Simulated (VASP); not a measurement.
# MgAlSb5 (P1) in VASP: single point with r2SCAN

Aim: the single point of MgAlSb5 with r2SCAN.

All numbers are computed with VASP 6.6.1; they aren't measurements. Logs are shortened: lines on timing, memory, paths and dates and some standing lists are left out, and cuts for length are marked.

## (1) The structure

The typed cell holds 7 atoms: a = 4.519 Å, b = 6.651 Å, c = 6.237 Å, α = 88.18°, β = 109.40°, γ = 68.19°.

The cell was built by a generator and needn't be a form met in nature.

## (2) Single point, r2SCAN

POSCAR

```
MgAlSb5
1.0
    0.0974953000     -0.0059285800      4.5176802200
    4.7724623000     -3.9840673100      2.3639621900
    4.4837454700      3.7570859200     -2.1639636200
Mg Al Sb
1 1 5
Direct
    0.9825140000      0.0337260000      0.9605130000
    0.9778960000      0.5121310000      0.5114320000
    0.0501460000      0.7183470000      0.7488870000
    0.9738990000      0.2579720000      0.2418550000
    0.4438810000      0.4954310000      0.4608340000
    0.7499230000      0.7874310000      0.2526720000
    0.1668370000      0.2296030000      0.7535710000
```

INCAR.step1

```
SYSTEM = MgAlSb5
ALGO = Normal
EDIFF = 1E-4
ENCUT = 520
GGA = PE
ISMEAR = -5
LASPH = .TRUE.
LCHARG = .FALSE.
LREAL = .FALSE.
LWAVE = .TRUE.
NBANDS = 24
NELM = 100
PREC = Accurate
SIGMA = 0.1
```

INCAR.step2

```
SYSTEM = MgAlSb5
ALGO = Normal
EDIFF = 1E-7
ENCUT = 520
ISIF = 2
ISMEAR = -1
ISTART = 1
LASPH = .TRUE.
LCHARG = .FALSE.
LMIXTAU = .TRUE.
LORBIT = 11
LREAL = .FALSE.
LWAVE = .FALSE.
METAGGA = R2SCAN
NBANDS = 24
NELM = 100
PREC = Accurate
SIGMA = 0.1
```

KPOINTS

```
Automatic mesh
0
Gamma
  5 3 3
  0.5 0.5 0
```

Potentials or basis: VASP PAW PBE potentials, release 64 (Mg, Al, Sb).

Launch:

```bash
> cat potpaw_PBE.64/Mg/POTCAR potpaw_PBE.64/Al/POTCAR potpaw_PBE.64/Sb/POTCAR > POTCAR
> cp INCAR.step1 INCAR
> mpirun -np 1 vasp_std > vasp.out
> cp INCAR.step2 INCAR
> mpirun -np 1 vasp_std > vasp.out
```

OUTCAR:

```text
SYSTEM = MgAlSb5
   EDIFF = 1E-7
   ENCUT = 520
   ISIF = 2
   ISMEAR = -1
   ISTART = 1
   LASPH = .TRUE.
   LORBIT = 11
   LREAL = .FALSE.
   METAGGA = R2SCAN
   NELM = 100
   PREC = Accurate

 ion  position               nearest neighbor table
   1  0.983  0.034  0.961-   7 2.34   4 2.34   3 2.49   6 3.07   6 3.08   7 3.18
   2  0.978  0.512  0.511-   7 2.08   3 2.08   6 2.08   5 2.19   5 2.37   4 2.42
   3  0.050  0.718  0.749-   2 2.08   1 2.49   6 2.88   5 2.99   7 3.09   5 3.58   7 3.63
   4  0.974  0.258  0.242-   1 2.34   2 2.42   7 3.00   5 3.09   5 3.10   6 3.29   7 3.43   6 3.63
                             6 3.71
   5  0.444  0.495  0.461-   2 2.19   2 2.37   6 2.81   7 2.94   3 2.99   4 3.09   4 3.10   6 3.22
                             7 3.31   3 3.58
   6  0.750  0.787  0.253-   2 2.08   5 2.81   3 2.88   1 3.07   1 3.08   5 3.22   4 3.29   4 3.63
                             7 3.67   4 3.71
   7  0.167  0.230  0.754-   2 2.08   1 2.34   5 2.94   4 3.00   3 3.09   1 3.18   5 3.31   4 3.43
                             3 3.63   6 3.67

  LATTYP: Found a triclinic cell.
 ALAT       =     6.5053366984
 B/A-ratio  =     1.0224110574
 C/A-ratio  =     0.9587788715
 COS(alpha) =     0.0316865777
 COS(beta)  =     0.2631111083
 COS(gamma) =     0.7642853738

  Lattice vectors:

 A1 = (  -4.6749670000,   3.9781387300,   2.1537180300)
 A2 = (  -4.7724623000,   3.9840673100,  -2.3639621900)
 A3 = (  -4.4837454700,  -3.7570859200,   2.1639636200)

Analysis of symmetry for initial positions (statically):
=====================================================================
 Subroutine PRICEL returns:
 Original cell was already a primitive cell.

 Routine SETGRP: Setting up the symmetry group for a
 triclinic supercell.

 Subroutine GETGRP returns: Found  1 space group operations
 (whereof  1 operations were pure point group operations)
 out of a pool of  2 trial point group operations.

The static configuration has the point symmetry C_1 .

Analysis of symmetry for dynamics (positions and initial velocities):
=====================================================================
 Subroutine PRICEL returns:
 Original cell was already a primitive cell.

 Routine SETGRP: Setting up the symmetry group for a
 triclinic supercell.

 Subroutine GETGRP returns: Found  1 space group operations
 (whereof  1 operations were pure point group operations)
 out of a pool of  2 trial point group operations.

The dynamic configuration has the point symmetry C_1 .

 Subroutine INISYM returns: Found  1 space group operations
 (whereof  1 operations are pure point group operations),
 and found     1 'primitive' translations

----------------------------------------------------------------------------------------

                                     Primitive cell

  volume of cell :     161.5568

  direct lattice vectors                    reciprocal lattice vectors
     0.097495300 -0.005928580  4.517680220    -0.001610779  0.129532368  0.221557290
     4.772462300 -3.984067310  2.363962190     0.104981528 -0.126686713 -0.002431841
     4.483745470  3.757085920 -2.163963620     0.111321363  0.132027737 -0.002229147

  length of vectors
     4.518736002  6.651128173  6.237179378     0.256649297  0.164549562  0.172709983

  position of ions in fractional coordinates (direct lattice)
     0.982514000  0.033726000  0.960513000
     0.977896000  0.512131000  0.511432000
     0.050146000  0.718347000  0.748887000
     0.973899000  0.257972000  0.241855000
     0.443881000  0.495431000  0.460834000
     0.749923000  0.787431000  0.252672000
     0.166837000  0.229603000  0.753571000

  ion indices of the primitive-cell ions
   primitive index   ion index
                 1           1
                 2           2
                 3           3
                 4           4
                 5           5
                 6           6
                 7           7

----------------------------------------------------------------------------------------

 KPOINTS: Automatic mesh

Automatic generation of k-mesh.
 Grid dimensions read from file:
 generate k-points for:    5    3    3

 Generating k-lattice:

  Cartesian coordinates                     Fractional coordinates (reciprocal lattice)
    -0.000322156  0.025906474  0.044311458     0.200000000  0.000000000  0.000000000
     0.034993843 -0.042228904 -0.000810614    -0.000000000  0.333333333  0.000000000
     0.037107121  0.044009246 -0.000743049     0.000000000 -0.000000000  0.333333333

  Length of vectors
     0.051329859  0.054849854  0.057569994

  Shift w.r.t. Gamma in fractional coordinates (k-lattice)
     0.500000000  0.500000000  0.000000000

 Subroutine IBZKPT returns following result:
 ===========================================

 Found     23 irreducible k-points:

 Following reciprocal coordinates:
            Coordinates               Weight
  0.100000  0.166667  0.000000      2.000000
  0.300000  0.166667 -0.000000      2.000000
  0.500000  0.166667 -0.000000      2.000000
 -0.300000  0.166667  0.000000      2.000000
 -0.100000  0.166667  0.000000      2.000000
  0.100000  0.500000  0.000000      2.000000
[... 15 lines left out ...]
 -0.300000 -0.166667  0.333333      2.000000
 -0.100000 -0.166667  0.333333      2.000000
   k-points           NKPTS =     23   k-points in BZ     NKDIM =     23   number of bands    NBANDS=     24
   number of dos      NEDOS =    301   number of ions     NIONS =      7
   total plane-waves  NPLWV =  86400
   dimension x,y,z NGX =    36 NGY =   50 NGZ =   48
   dimension x,y,z NGXF=    72 NGYF=  100 NGZF=   96
   ions per type =               1   1   5
   NGX,Y,Z   is equivalent  to a cutoff of  13.24, 12.50, 12.79 a.u.
   NGXF,Y,Z  is equivalent  to a cutoff of  26.49, 25.00, 25.59 a.u.
 SYSTEM =  MgAlSb5
   PREC   = accura    normal or accurate (medium, high low for compatibility)
   ISTART =      1    job   : 0-new  1-cont  2-samecut
   ICHARG =      0    charge: 1-file 2-atom 10-const
   ISPIN  =      1    spin polarized calculation?
   LNONCOLLINEAR =      F non collinear calculations
   LSORBIT =      F    spin-orbit coupling
   LASPH  =      T    aspherical Exc in radial PAW
   ENCUT  =  520.0 eV  38.22 Ry    6.18 a.u.   8.40 12.37 11.60*2*pi/ulx,y,z
   NELM   =    100;   NELMIN=  2; NELMDL=  0     # of ELM steps
   EDIFF  = 0.1E-06   stopping-criterion for ELM
   LREAL  =      F    real-space projection
   EDIFFG = 0.1E-05   stopping-criterion for IOM
   NSW    =      0    number of steps for IOM
   IBRION =     -1    ionic relax: 0-MD 1-quasi-New 2-CG
   NFREE  =      0    steps in history (QN), initial steepest desc. (CG)
   ISIF   =      2    stress and relaxation
   ISYM   =      2    0-nonsym 1-usesym 2-fastsym
   POTIM  = 0.5000    time-step for ionic-motion
   TEBEG  =    0.0;   TEEND  =   0.0 temperature during run
   PSTRESS=    0.0 pullay stress
   NELECT =      30.0000    total number of electrons
   NUPDOWN=      -1.0000    fix difference up-down
   EMIN   =  10.00;   EMAX   =-10.00  energy-range for DOS
   EFERMI =   0.00;   METHOD = LEGACY
   ISMEAR =    -1;   SIGMA  =   0.10  broadening in eV -4-tet -1-fermi 0-gaus
   EFERMI_NEDOS =   21; number of points for ismear=-14 and -15
   IALGO  =     38    algorithm
   IMIX   =      4    mixing-type and parameters
     AMIX     =   0.40;   BMIX     =  1.00
     AMIX_MAG =   1.60;   BMIX_MAG =  1.00
  volume/ion in A,a.u.               =      23.08       155.75
  Fermi-wavevector in a.u.,A,eV,Ry     =   0.933986  1.764977 11.868756  0.872329
  Thomas-Fermi vector in A             =   2.060744
   LORBIT       =     11    0 simple, 1 ext, 2 COOP (PROOUT), +10 PAW based schemes
   METAGGA = R2SCAN    functional components
   LHFCALC =     F    Hartree Fock is set to
   AEXX    =    0.0000 exact exchange contribution
   IVDW    =     0    specifies the selected vdW correction
   LEPSILON=     F    determine dielectric tensor
   LRPA    =     F    only Hartree local field effects (RPA)
 non-spin polarized calculation
  energy-cutoff  :      520.00
  volume of cell :      161.56
 maximum number of plane-waves:      4374
 NGX is ok and might be reduce to    36

 number of electron      30.0000000 magnetization

 Free energy of the ion-electron system (eV)
  ---------------------------------------------------
  ext. energy  EPLUGINS =         0.00000000
  ---------------------------------------------------
  free energy    TOTEN  =      -124.54744828 eV

  energy without entropy =     -124.41511373  energy(sigma->0) =     -124.48128101

 E-fermi :   8.2485     XC(G=0): -10.4340

 val. band max:        8.2371309545   @ k =   0.1000   0.1667   0.3333
 cond. band min:       8.2593162095   @ k =   0.1000   0.1667   0.0000
 fundamental gap:      0.0221852550
 Fermi energy:         8.2484951323

 k-point     1 :       0.1000    0.1667    0.0000
  band No.  band energies     occupation
      1      -6.9908      2.00000
      2      -3.4500      2.00000
      3      -2.4380      2.00000
      4      -1.3447      2.00000
      5      -0.0583      2.00000
      6       0.9299      2.00000
[... 16 lines left out ...]
     23      13.7293      0.00000
     24      14.0193      0.00000

 k-point     2 :       0.3000    0.1667   -0.0000
  band No.  band energies     occupation
      1      -6.4813      2.00000
      2      -3.4989      2.00000
      3      -2.4555      2.00000
      4      -1.9560      2.00000
      5      -0.2084      2.00000
      6       0.2704      2.00000
[... 16 lines left out ...]
     23      13.5895      0.00000
     24      13.9704      0.00000

 k-point     3 :       0.5000    0.1667   -0.0000
  band No.  band energies     occupation
      1      -5.8692      2.00000
      2      -4.0765      2.00000
      3      -2.6580      2.00000
      4      -2.2907      2.00000
      5      -0.3665      2.00000
      6       0.8891      2.00000
[... 16 lines left out ...]
     23      13.5375      0.00000
     24      14.3675      0.00000

 k-point     4 :      -0.3000    0.1667    0.0000
  band No.  band energies     occupation
      1      -6.3677      2.00000
      2      -3.8431      2.00000
      3      -2.4581      2.00000
      4      -2.0753      2.00000
      5      -0.3205      2.00000
      6       1.0892      2.00000
[... 16 lines left out ...]
     23      13.4540      0.00000
     24      13.7983      0.00000

 k-point     5 :      -0.1000    0.1667    0.0000
  band No.  band energies     occupation
      1      -6.9378      2.00000
      2      -3.7764      2.00000
      3      -2.4238      2.00000
      4      -0.8334      2.00000
      5      -0.0856      2.00000
      6       0.6788      2.00000
[... 424 lines left out ...]
 k-point    21 :       0.5000   -0.1667    0.3333
  band No.  band energies     occupation
      1      -5.8620      2.00000
      2      -4.0349      2.00000
      3      -2.5715      2.00000
      4      -2.2164      2.00000
      5      -1.0075      2.00000
      6       0.9656      2.00000
[... 16 lines left out ...]
     23      13.1830      0.00000
     24      14.5310      0.00000

 k-point    22 :      -0.3000   -0.1667    0.3333
  band No.  band energies     occupation
      1      -6.4412      2.00000
      2      -3.4270      2.00000
      3      -2.6475      2.00000
      4      -2.0528      2.00000
      5      -0.6108      2.00000
      6       0.7510      2.00000
[... 16 lines left out ...]
     23      13.7563      0.00000
     24      13.9730      0.00000

 k-point    23 :      -0.1000   -0.1667    0.3333
  band No.  band energies     occupation
      1      -6.8628      2.00000
      2      -3.6057      2.00000
      3      -3.0248      2.00000
      4      -1.0077      2.00000
      5      -0.2851      2.00000
      6       1.5042      2.00000
[... 16 lines left out ...]
     23      13.1653      0.00000
     24      13.7473      0.00000

------------------------ aborting loop because EDIFF is reached ----------------------------------------

  FORCE on cell =-STRESS in cart. coord.  units (eV):
  Direction    XX          YY          ZZ          XY          YZ          ZX
  --------------------------------------------------------------------------------------
  -------------------------------------------------------------------------------------
  Total       49.2082126     55.4015867     37.6271036     -2.9930358    -10.2840999      3.0997896
  in kB      488.0033853    549.4237734    373.1522237    -29.6822731   -101.9885764     30.7409622
  external PRESSURE =     470.1931274 kB  Pullay stress =       0.0000000 kB

 VOLUME and BASIS-vectors are now :
 -----------------------------------------------------------------------------
  energy-cutoff  :      520.00
  volume of cell :      161.56
      direct lattice vectors                 reciprocal lattice vectors
     0.097495300 -0.005928580  4.517680220    -0.001610779  0.129532368  0.221557290
     4.772462300 -3.984067310  2.363962190     0.104981528 -0.126686713 -0.002431841
     4.483745470  3.757085920 -2.163963620     0.111321363  0.132027737 -0.002229147

 POSITION                                       TOTAL-FORCE (eV/Angst)
 -----------------------------------------------------------------------------------
      4.56344      3.46854      2.43990        -1.831678      2.096417     -2.920006
      4.83260     -0.12467      4.52176        -5.516499      0.440589     -3.725795
      6.79099     -0.04861      0.30412         9.802421      0.894783      1.381829
      2.41053     -0.12488      4.48623        -0.522407      0.206859     -0.648241
      4.47396     -0.24507      2.17926        -1.554341     -0.423569      4.090697
      4.96402     -2.19231      4.70260         0.872790    -12.152975      0.394435
      4.49086      1.91549     -0.33421        -1.250286      8.937896      1.427081
 -----------------------------------------------------------------------------------
    total drift:                               -0.002032      0.000382     -0.001743

  FREE ENERGIE OF THE ION-ELECTRON SYSTEM (eV)
  ---------------------------------------------------
  free  energy   TOTEN  =      -124.5474482790 eV

  energy  without entropy=     -124.4151137327  energy(sigma->0) =     -124.48128101

 total charge

# of ion       s       p       d       tot
------------------------------------------
    1        0.223   0.231   0.058   0.512
    2        0.524   0.773   0.000   1.297
    3        1.209   1.453   0.054   2.717
    4        1.198   1.344   0.045   2.587
    5        1.232   1.370   0.093   2.696
    6        1.223   1.361   0.071   2.655
    7        1.220   1.479   0.067   2.766
--------------------------------------------------
tot          6.829   8.011   0.389  15.230
```

Run time: 3.9 min. Hardware: 1 thread of Intel Xeon Platinum 8375C at 2.90GHz (Ice Lake), shared host; peak memory 0.35 GiB.

What came out:

| Item | Value |
| --- | --- |
| Free energy | -124.5474 eV |
| Pressure | 47.0 GPa |
| Largest force | 12.191 eV/Å |
| Band gap on the k mesh | none (metal or under the smearing width) |
| Valence electrons inside the program's atomic spheres | Mg 0.51; Al 1.30; Sb 2.72, 2.59, 2.70, 2.65, 2.77 |

Forces in eV/Å, atoms in the order of the input:
```
Mg   -1.832   2.096  -2.920
Al   -5.516   0.441  -3.726
Sb    9.802   0.895   1.382
Sb   -0.522   0.207  -0.648
Sb   -1.554  -0.424   4.091
Sb    0.873 -12.153   0.394
Sb   -1.250   8.938   1.427
```

Levels at points of the mesh, in eV from the Fermi level:
| k point | band 12 | band 13 | band 14 | band 15 | band 16 | band 17 | band 18 | band 19 |
| --- | --- | --- | --- | --- | --- | --- | --- | --- |
| (0.50, 0.50, 0.00) | -2.39 | -1.59 | -1.23 | -0.51 | 0.24 | 1.04 | 2.20 | 3.08 |

Caveat: the k mesh is coarse (spacing up to 0.36 Å⁻¹), so the values aren't converged; a pressure of tens of GPa on the cell as given is suspect, and the run, the potentials or the cell itself is likely at fault; the PAW data sets were made with another functional, which shifts forces and pressure a little. The run has no spin-orbit coupling, so splittings on Sb are missing.
